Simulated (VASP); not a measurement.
Calculation: PBEsol GGA, VASP's PBE PAW potentials (set 64) (plane waves; VASP).

A VASP calculation is set up with these files.

File POSCAR:
```
SmB2
4.3121120
 -0.4394679211   0.4526519587   0.7758698125
  0.4394679211  -0.4526519587   0.7758698125
  0.4394679211   0.4526519587  -0.7758698125
Sm B
1 2
direct
  0.0000000000   0.0000000000   0.0000000000
  0.3837846377   0.3837846377   0.0000000000
  0.6162153623   0.6162153623   0.0000000000
```

INCAR:
```
! general
SYSTEM  = SmB2
PREC    = Accurate
ENCUT   = 600
LREAL   = F
LASPH   = T   ! aspherical one-centre terms

! electronic loop
EDIFF   = 1E-7
NELM    = 100   ! most electronic steps
ALGO    = Normal   ! blocked Davidson
LMAXMIX = 6

! smearing
ISMEAR  = 1
SIGMA   = 0.1   ! width (eV)

! functional
GGA     = PS

! ions
ISIF    = 2   ! forces and stress, cell fixed

! output
LWAVE   = F
LCHARG  = F
```

File KPOINTS:
```
Regular mesh
0
gamma
10 10 10
0 0 0
```

POTCAR, in this order: Sm_3 B (PBE.64 set). Program: vasp_std.

The resulting files:

### OSZICAR
```
       N       E                     dE             d eps       ncg     rms          rms(c)
DAV:   1     0.899447543443E+02    0.89945E+02   -0.79343E+03  4104   0.136E+03
DAV:   2    -0.156779749909E+02   -0.10562E+03   -0.10177E+03  4672   0.284E+02
DAV:   3    -0.189656187107E+02   -0.32876E+01   -0.31616E+01  5272   0.463E+01
DAV:   4    -0.190019325527E+02   -0.36314E-01   -0.36225E-01  4912   0.507E+00
DAV:   5    -0.190025307544E+02   -0.59820E-03   -0.59795E-03  5224   0.573E-01    0.711E+00
DAV:   6    -0.178352487366E+02    0.11673E+01   -0.30537E+00  4964   0.102E+01    0.381E+00
DAV:   7    -0.177853744911E+02    0.49874E-01   -0.38726E-01  5460   0.336E+00    0.170E+00
DAV:   8    -0.177845928988E+02    0.78159E-03   -0.40337E-02  4932   0.154E+00    0.244E-01
DAV:   9    -0.177837199824E+02    0.87292E-03   -0.43707E-03  5136   0.452E-01    0.536E-02
DAV:  10    -0.177837207058E+02   -0.72345E-06   -0.31612E-04  5228   0.151E-01    0.154E-02
DAV:  11    -0.177837201632E+02    0.54262E-06   -0.76394E-06  4936   0.255E-02    0.123E-02
DAV:  12    -0.177837185635E+02    0.15997E-05   -0.14730E-05  4940   0.277E-02    0.161E-03
DAV:  13    -0.177837184992E+02    0.64262E-07   -0.71371E-07  4944   0.646E-03
   1 F= -.17783718E+02 E0= -.17783815E+02  d E =0.290891E-03
```

OUTCAR:
```
------------------------ aborting loop because EDIFF is reached ----------------------------------------
  FORCE on cell =-STRESS in cart. coord.  units (eV):
  Direction    XX          YY          ZZ          XY          YZ          ZX
  --------------------------------------------------------------------------------------
  Total       -0.5707083     -1.4246140     -0.1884925      0.0000000      0.0000000      0.0000000
  in kB      -18.4720135    -46.1102288     -6.1009029      0.0000000      0.0000000      0.0000000
  external PRESSURE =     -23.5610484 kB  Pullay stress =       0.0000000 kB
  volume of cell :       49.50
      direct lattice vectors                 reciprocal lattice vectors
    -1.895034896  1.951885943  3.345637529     0.000000000  0.256162509  0.149448347
     1.895034896 -1.951885943  3.345637529     0.263847384  0.000000000  0.149448347
     1.895034896  1.951885943 -3.345637529     0.263847384  0.256162509  0.000000000
 POSITION                                       TOTAL-FORCE (eV/Angst)
 -----------------------------------------------------------------------------------
      0.00000      0.00000      0.00000        -0.000000     -0.000000      0.000000
      0.00000      0.00000      2.56801         0.000000      0.000000      0.071588
      0.00000      0.00000      4.12327        -0.000000      0.000000     -0.071588
 -----------------------------------------------------------------------------------
    total drift:                               -0.000000      0.000000      0.000000
  FREE ENERGIE OF THE ION-ELECTRON SYSTEM (eV)
  ---------------------------------------------------
  free  energy   TOTEN  =       -17.7837184992 eV

  energy  without entropy=      -17.7840093907  energy(sigma->0) =      -17.78381546
```
(Selected blocks of OUTCAR.)

The 4f electrons are frozen in the core of the lanthanide potential, so 4f levels, which can set the real gap, and their magnetism are missing.

The structure was generated: SmB2 was put into the MoSi2 type (I4/mmm), which need not be its known phase. This cell was strained or had an atom moved on purpose. The electron count is odd and the run is not spin-polarised, which forces a metal.
